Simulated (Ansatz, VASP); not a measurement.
# Cross-check of Ti12Al10O39 between VASP and Ansatz, part 2 of 2

One calculation is typed for both programs; each brings its own data sets. How far apart do they land? Of the first pair: The structure shown is frame 40 of Ansatz's trajectory.

VASP 6.6.1 and Ansatz 0.2.0.

So far. Step 3 (VASP: single point, revPBE, pair 1): The run ends at a pressure of 3.57 GPa, with forces up to 3.5 eV/Å.

## (6) VASP: single point, revPBE, pair 2

Level of this step: revPBE, no spin polarisation; plane waves and PAW (Ti_sv, Al, O) (VASP).

The same cell, functional and mesh now go to VASP, with its own data sets.

Input file INCAR:

```
SYSTEM = Ti12Al10O39
PREC = Accurate
ENCUT = 520
EDIFF = 1E-06
NELM = 120
ISMEAR = 0
SIGMA = 0.01
LREAL = Auto
ALGO = Normal
GGA = RE
NBANDS = 496
LASPH = .TRUE.
LORBIT = 11
LWAVE = .FALSE.
LCHARG = .FALSE.
ISIF = 2
GGA_COMPAT = .FALSE.
EFERMI = MIDGAP
NCORE = 4
```

Input file POSCAR:

```
Ti12Al10O39
1.0
   11.1912200000      0.0000000000      0.0000000000
    0.0000000000     11.1912200000      0.0000000000
    0.0000000000      0.0000000000     11.1912200000
Ti Al O
24 20 78
Direct
    0.6514660600      0.2647343185      0.0157087431
    0.0056830265      0.9011975459      0.3564133312
    0.5934562988      0.2974653344      0.3057039358
    0.8480755449      0.4771687090      0.6301636461
    0.7514283519      0.0600292015      0.3733998617
    0.1331222155      0.8542500281      0.8371205284
    0.3789935324      0.8851313798      0.4935297492
    0.2565672018      0.6001133031      0.8697711241
    0.9459647831      0.2857954718      0.0928227664
    0.3489789317      0.6461404565      0.1626364239
    0.0236256637      0.1457928626      0.8586910096
    0.1093089047      0.7842576591      0.1446759156
    0.1491794460      0.4060593930      0.5315506263
    0.4647750647      0.8841931443      0.8404892407
    0.3248975536      0.1826789215      0.9147974930
    0.7926392297      0.9640414539      0.8560371434
    0.1182087386      0.1143753764      0.5623962356
    0.5924287075      0.2829807653      0.6213084900
    0.8258706379      0.1597323616      0.6708651961
    0.5901948134      0.6557551366      0.6629840178
    0.9027076583      0.8210901046      0.6376427235
    0.9779541462      0.4758909216      0.9035654736
    0.6191728873      0.6237210956      0.0661143289
    0.4126985262      0.5411206285      0.4315168498
    0.8736580998      0.3070442722      0.3925219949
    0.8133340244      0.8869453018      0.1590800646
    0.8419010617      0.6699269606      0.4280677174
    0.3559040033      0.3762324394      0.6878427910
    0.7801472940      0.6727059248      0.8655445966
    0.1113104737      0.5910615643      0.3527140026
[... 86 atom lines left out ...]
    0.1044390156      0.7759118309      0.9825380968
    0.2094320369      0.1315406184      0.2559863893
    0.0684465143      0.0074880129      0.4563666875
    0.5365545490      0.4810110068      0.3349143346
    0.5118030027      0.7345401127      0.7765462568
    0.0245192213      0.9850668649      0.8478521555
```

Input file KPOINTS:

```
Automatic mesh
0
Gamma
1 1 1
0 0 0
```

PAW data sets: Ti_sv, Al and O (PBE family, release 64).

The run is started by

```sh
> mpirun -np 16 vasp_gam
```

Numbers of over 12 decimals in the logs are rounded to 6 here.

Output:

```text
[banner, memory and clock lines left out]
running   16 mpi-ranks, on    1 nodes
[...]
[... a notice as in an earlier step ...]

 LDA part: xc-table for (Slater+PW92), standard interpolation
 POSCAR, INCAR and KPOINTS ok, starting setup
[...]
entering main loop
       N       E                     dE             d eps       ncg     rms          rms(c)
DAV:   1     0.143670761516E+05    0.14367E+05   -0.44765E+05   992   0.194E+03
DAV:   2     0.224793915401E+04   -0.12119E+05   -0.11472E+05   992   0.585E+02
DAV:   3    -0.850629254074E+03   -0.30986E+04   -0.29076E+04  1144   0.262E+02
DAV:   4    -0.118540579180E+04   -0.33478E+03   -0.33269E+03  1288   0.953E+01
[...]
DAV:  20    -0.960279455806E+03   -0.73140E-05   -0.80843E-06  1016   0.610E-03    0.636E-03
DAV:  21    -0.960279456812E+03   -0.10056E-05   -0.40083E-06   888   0.394E-03    0.271E-03
DAV:  22    -0.960279456940E+03   -0.12816E-06   -0.73563E-07   576   0.202E-03
   1 F= -.96027946E+03 E0= -.96027946E+03  d E =0.000000E+00
```

OUTCAR, selected parts (step 6):

```text
  Total       57.2190968     53.3048103     42.5076130      8.8427638     -9.4935005      0.2084516
  in kB       65.4062546     60.9318950     48.5897876     10.1080250    -10.8518719      0.2382777
  external PRESSURE =      58.3093124 kB  Pullay stress =       0.0000000 kB

 POSITION                                       TOTAL-FORCE (eV/Angst)
 -----------------------------------------------------------------------------------
      7.29070      2.96270      0.17580        -1.071460     -0.428696      0.419541
      0.06360     10.08550      3.98870        -0.268532     -0.354492     -1.097589
      6.64150      3.32900      3.42120         0.096616     -0.199378      0.499450
      9.49100      5.34010      7.05230        -1.305891      0.125670     -2.082941
      8.40940      0.67180      4.17880         0.744394     -0.366649     -0.085909
      1.48980      9.56010      9.36840        -0.426504     -0.824204      0.346725
[...]
6.80070      1.28260      0.35510         0.011577     -0.151164     -0.546645
      7.76120      7.79050      3.93360         1.296850      0.381900      0.449330
      3.07790      9.01460      1.83500         0.817189      0.811477      0.141444
     11.15100      1.79320      7.50700         0.327346      0.189214      0.358161
      8.90260     10.67530      0.14830         0.636706     -0.398287      0.489751
      0.77220     10.57260      2.06220         0.153952     -0.353304      0.581232
      6.21720      5.98230     10.69670        -0.777894     -0.299787      0.166005
[...]
-----------------------------------------------------------------------------------
    total drift:                                0.020250      0.010679     -0.020464

  FREE ENERGIE OF THE ION-ELECTRON SYSTEM (eV)
  ---------------------------------------------------
  free  energy   TOTEN  =      -960.2794569401 eV

  energy  without entropy=     -960.2794569401  energy(sigma->0) =     -960.27945694

[... 2 parts as in an earlier step ...]

[... 1 further part left out ...]
[key lines of the parts left out:]
E-fermi :   4.8150
```

The run ends at a pressure of 5.83 GPa, with forces up to 3.6 eV/Å.

## (7) Side by side

Forces on 8 of the 122 atoms, those with the largest forces and the largest differences (eV/Å; atoms numbered as in POSCAR):

```csv
atom,"Ansatz x, y, z","VASP x, y, z"
Ti4,"-1.236, 0.101, -2.079","-1.306, 0.126, -2.083"
Ti7,"2.065, 0.604, -0.956","2.097, 0.632, -0.938"
Ti8,"-2.094, 0.682, 0.194","-2.203, 0.722, 0.178"
Ti9,"0.990, 1.310, 1.472","1.016, 1.314, 1.515"
Ti21,"-3.474, -0.628, -0.328","-3.579, -0.574, -0.321"
O74,"1.422, -1.611, -0.971","1.517, -1.695, -1.042"
O92,"2.021, 0.012, 0.564","2.143, 0.010, 0.561"
O108,"-0.993, -0.955, 0.499","-1.092, -1.029, 0.545"
```

The forces differ by 35 meV/Å r.m.s., which is 4.9 % of the r.m.s. force of 0.721 eV/Å (both taken over all components).

## (8) Ansatz: dynamics, revPBE

One frame of this run of dynamics is then solved in both programs, so the motion causes no difference.

The structure compared here is frame 119 of Ansatz's trajectory.

Input file input.yaml:

```yaml
crystal:
  lattice:
    - [11.19122, 0.0, 0.0]
    - [0.0, 11.19122, 0.0]
    - [0.0, 0.0, 11.19122]
  atoms:
    - { symbol: Ti, position: [0.65461, 0.2458, 0.03459] }
    - { symbol: Ti, position: [0.00455, 0.90376, 0.35588] }
    - { symbol: Ti, position: [0.58685, 0.30479, 0.31329] }
    - { symbol: Ti, position: [0.85005, 0.47407, 0.61641] }
    - { symbol: Ti, position: [0.75256, 0.06411, 0.362] }
    - { symbol: Ti, position: [0.12878, 0.85713, 0.82766] }
    - { symbol: Ti, position: [0.37521, 0.89144, 0.49004] }
    - { symbol: Ti, position: [0.26393, 0.5962, 0.86439] }
    - { symbol: Ti, position: [0.95645, 0.29091, 0.10909] }
    - { symbol: Ti, position: [0.34406, 0.64791, 0.16625] }
    - { symbol: Ti, position: [0.01671, 0.15112, 0.88042] }
    - { symbol: Ti, position: [0.09739, 0.78005, 0.13681] }
    - { symbol: Ti, position: [0.14998, 0.41822, 0.51827] }
    - { symbol: Ti, position: [0.45888, 0.89956, 0.84228] }
    - { symbol: Ti, position: [0.3245, 0.18599, 0.91223] }
    - { symbol: Ti, position: [0.77862, 0.96558, 0.87158] }
    - { symbol: Ti, position: [0.11767, 0.1236, 0.55578] }
    - { symbol: Ti, position: [0.59284, 0.27847, 0.62712] }
    - { symbol: Ti, position: [0.82988, 0.15347, 0.65114] }
    - { symbol: Ti, position: [0.58635, 0.66919, 0.6768] }
    - { symbol: Ti, position: [0.88373, 0.82392, 0.6356] }
    - { symbol: Ti, position: [0.99239, 0.47081, 0.88848] }
    - { symbol: Ti, position: [0.61623, 0.61589, 0.06745] }
    - { symbol: Ti, position: [0.42349, 0.55125, 0.43584] }
    - { symbol: Al, position: [0.87786, 0.31384, 0.39408] }
    - { symbol: Al, position: [0.81262, 0.87318, 0.1515] }
    - { symbol: Al, position: [0.84379, 0.66953, 0.44483] }
    - { symbol: Al, position: [0.35061, 0.38624, 0.68531] }
    - { symbol: Al, position: [0.79306, 0.68284, 0.86995] }
    - { symbol: Al, position: [0.10449, 0.60353, 0.34881] }
[... 86 atom lines left out ...]
    - { symbol: O, position: [0.09874, 0.7924, 0.97671] }
    - { symbol: O, position: [0.20169, 0.14027, 0.25181] }
    - { symbol: O, position: [0.0611, 0.01459, 0.45299] }
    - { symbol: O, position: [0.54342, 0.48407, 0.34373] }
    - { symbol: O, position: [0.49792, 0.75419, 0.77907] }
    - { symbol: O, position: [0.04484, 0.99281, 0.84899] }
kpoints:
  mp_grid: { grid: [1, 1, 1] }
hamiltonian:
  xc: revpbe
scf:
  occupations: { method: fixed }
output:
  forces: true
  stress: true
md:
  timestep: 1.0
  n_steps: 119
  ensemble: nve
  temperature: 300
  initial_velocities: maxwell_boltzmann
  seed: 9469
```

The run is started by

```sh
> ansatz run input.yaml --threads 4 --pin off --max-ram 8192MiB --backend cpu --events-out ev --progress --plain --runs-dir out
```

Output:

```text
[...]
Crystal: 122 atoms, lattice volume = 1401.626 Å³
Basis set: ecut = 420 eV, 27369 PW (Γ), exchange–correlation on 150×150×150 points (8 copies of the dense FFT grid, shifted against one another)
Bands: 530, of which v1, the nominal top of the filled ones, is band 408 counted from 1 (407 counted from 0)
Symmetry: 1 space group operations
k-points: 1
[...]
atom 122  O      0.49287784     0.30818292    -0.58327898
  max |Σ_I F_I| component: 2.33e-4 eV/Å
--- Stress (GPa, compression-positive) ---
        4.237288       0.476400      -0.554131
        0.476407       4.891282      -1.407703
       -0.554136      -1.407709       4.961807
  P = ⅓ Tr σ = 4.6968 GPa (46.968 kbar)
--- MD trajectory: 119 steps, t = 0.0 → 119.0 fs ---
[...]
conserved energy: peak-to-peak 3.529e-3 eV (2.893e-5 eV/atom) over 119.0 fs
[key lines of the parts left out:]
SCF converged after 10 iterations
Free energy (F): -115371.994621 eV
Fermi energy:    6.456306 eV
```

## (9) VASP: single point, revPBE, pair 3

The same cell, functional and mesh now go to VASP, with its own data sets.

INCAR is that of step 6.

Input file POSCAR:

```
Ti12Al10O39
1.0
   11.1912200000      0.0000000000      0.0000000000
    0.0000000000     11.1912200000      0.0000000000
    0.0000000000      0.0000000000     11.1912200000
Ti Al O
24 20 78
Direct
    0.6479454429      0.2722223314      0.0169597238
    0.0096682935      0.9018766497      0.3512843104
    0.5935099122      0.2991630939      0.3110652815
    0.8451089336      0.4904112331      0.6260175387
    0.7542251872      0.0620307706      0.3722650435
    0.1361066979      0.8601921864      0.8348419565
    0.3891443471      0.8861857778      0.4969788817
    0.2521083492      0.6029458808      0.8693958299
    0.9572593515      0.2809613250      0.1065656827
    0.3353343067      0.6440137894      0.1554164783
    0.0149492191      0.1544961139      0.8583157154
    0.1003375861      0.7850529254      0.1433713214
    0.1341230000      0.4094906543      0.5234013807
    0.4707887076      0.8919224178      0.8395956830
    0.3250226517      0.1732786953      0.9103297049
    0.8062481124      0.9487169406      0.8551167790
    0.1145808947      0.1118466083      0.5730027647
    0.5790789565      0.2766365061      0.6300117413
    0.8149692348      0.1715451935      0.6737871296
    0.5985048994      0.6573903471      0.6590881066
    0.8919939024      0.8193923451      0.6300564192
    0.9828687132      0.4751850111      0.9112321981
    0.6134273118      0.6296632539      0.0705106324
    0.4092047158      0.5417639900      0.4307573258
    0.8774021063      0.3093317797      0.4062202334
    0.8216619814      0.8887860305      0.1442470079
    0.8540713166      0.6717498182      0.4376377196
    0.3441001070      0.3842565869      0.6781566264
    0.7821577987      0.6656914974      0.8666258013
    0.1165913993      0.6056354892      0.3397842237
[... 86 atom lines left out ...]
    0.1025536090      0.7899674924      0.9819930267
    0.1971009416      0.1400472871      0.2692557201
    0.0526037376      0.0084083773      0.4610936073
    0.5442659513      0.4773474206      0.3411692380
    0.5032784629      0.7377301134      0.7696926698
    0.0212934783      0.9813407296      0.8592360797
```

KPOINTS is that of step 6.

The run is started by

```sh
> mpirun -np 16 vasp_gam
```

Output:

```text
[... set-up lines as in an earlier step ...]
 entering main loop
       N       E                     dE             d eps       ncg     rms          rms(c)
DAV:   1     0.143413257862E+05    0.14341E+05   -0.44757E+05   992   0.194E+03
DAV:   2     0.222378311351E+04   -0.12118E+05   -0.11450E+05  1000   0.585E+02
DAV:   3    -0.857774252993E+03   -0.30816E+04   -0.28957E+04  1144   0.262E+02
DAV:   4    -0.118750711205E+04   -0.32973E+03   -0.32766E+03  1304   0.949E+01
[...]
DAV:  20    -0.960687936605E+03   -0.10730E-04   -0.11599E-05  1016   0.690E-03    0.772E-03
DAV:  21    -0.960687938591E+03   -0.19860E-05   -0.53931E-06   960   0.463E-03    0.308E-03
DAV:  22    -0.960687938790E+03   -0.19890E-06   -0.99498E-07   568   0.228E-03
   1 F= -.96068794E+03 E0= -.96068794E+03  d E =0.000000E+00
```

OUTCAR, selected parts (step 9):

```text
  Total       38.5083390     44.0042542     45.0118220      4.1506486    -12.4322851     -4.6140873
  in kB       44.0182800     50.3005747     51.4523097      4.7445415    -14.2111507     -5.2742910
  external PRESSURE =      48.5903881 kB  Pullay stress =       0.0000000 kB

 POSITION                                       TOTAL-FORCE (eV/Angst)
 -----------------------------------------------------------------------------------
      7.25130      3.04650      0.18980         0.404254     -0.302969      0.844717
      0.10820     10.09310      3.93130        -0.416697      0.922090      0.474300
      6.64210      3.34800      3.48120         0.437930      0.734413     -0.063667
      9.45780      5.48830      7.00590        -0.155115     -0.483710      0.933743
      8.44070      0.69420      4.16610         1.079297     -0.203366     -0.096686
      1.52320      9.62660      9.34290        -0.182754     -0.703477     -0.323019
[...]
6.78940      1.30610      0.20310         0.171003      0.007593      0.546125
      7.99290      7.90840      4.07180        -0.395518     -0.890620     -0.600893
      3.02930      9.04830      1.83770         0.409985      0.414840     -0.633200
     11.12510      1.88230      7.63700         0.413170     -0.165281     -0.424099
      9.18110     10.56420      0.04830        -0.158901      0.596016      1.455854
      0.85420     10.56270      2.17810         0.131366      0.477774     -0.620259
      6.15290      5.90280     10.77210         0.187268      0.095680     -0.531329
[...]
-----------------------------------------------------------------------------------
    total drift:                               -0.016931      0.015917      0.016055

  FREE ENERGIE OF THE ION-ELECTRON SYSTEM (eV)
  ---------------------------------------------------
  free  energy   TOTEN  =      -960.6879387898 eV

  energy  without entropy=     -960.6879387898  energy(sigma->0) =     -960.68793879

[... 2 parts as in an earlier step ...]

[... 1 further part left out ...]
[key lines of the parts left out:]
E-fermi :   4.8724
```

The run ends at a pressure of 4.86 GPa, with forces up to 2.8 eV/Å.

## (10) Side by side

Forces on 9 of the 122 atoms, those with the largest forces and the largest differences (eV/Å; atoms numbered as in POSCAR):

```csv
atom,"Ansatz x, y, z","VASP x, y, z"
Ti16,"-0.500, 0.368, -2.622","-0.462, 0.372, -2.701"
Ti23,"-0.742, -1.535, -1.162","-0.738, -1.582, -1.113"
Ti24,"1.862, 0.952, -0.043","1.921, 0.949, -0.075"
O49,"0.008, 0.219, 0.430","0.058, 0.194, 0.532"
O61,"1.264, -1.415, 0.335","1.235, -1.401, 0.334"
O64,"0.586, 1.925, -0.467","0.615, 1.996, -0.502"
O74,"1.514, -1.658, -1.401","1.593, -1.741, -1.461"
O79,"-0.160, 0.612, 1.322","-0.159, 0.596, 1.456"
O102,"-0.454, 1.724, -0.271","-0.494, 1.665, -0.280"
```

The forces differ by 34 meV/Å r.m.s., which is 5.3 % of the r.m.s. force of 0.647 eV/Å (both taken over all components).

## (11) Results

```json
{
  "r.m.s. force difference (single point, revPBE, pair 1)": "5.0 % of the r.m.s. force",
  "r.m.s. force difference (single point, revPBE, pair 2)": "4.9 % of the r.m.s. force",
  "r.m.s. force difference (single point, revPBE, pair 3)": "5.3 % of the r.m.s. force"
}
```

The r.m.s. force difference is 5.3 % of the r.m.s. force (single point, revPBE, pair 3), beyond the 3 % picked in this series as the mark of a large difference. What causes the difference of the single point, revPBE, pair 1 pair stays open here. What causes the difference of the single point, revPBE, pair 2 pair stays open here. What causes the difference of the single point, revPBE, pair 3 pair stays open here. How closely two codes agree says nothing of how well the functional describes the real material.

[Lines on the potential files, build, host, timing and source positions are cut from VASP's logs without a mark.]

[Logs are printed without paths, hosts, clocks, repeated set-up lines and the standing remarks that a program may print on its own settings, such as how far it seeks lower states.]

[Hosts, paths, dates, database ids (printed as entryN), source tags and the programs' standing remarks are cut or masked in the printed files.]
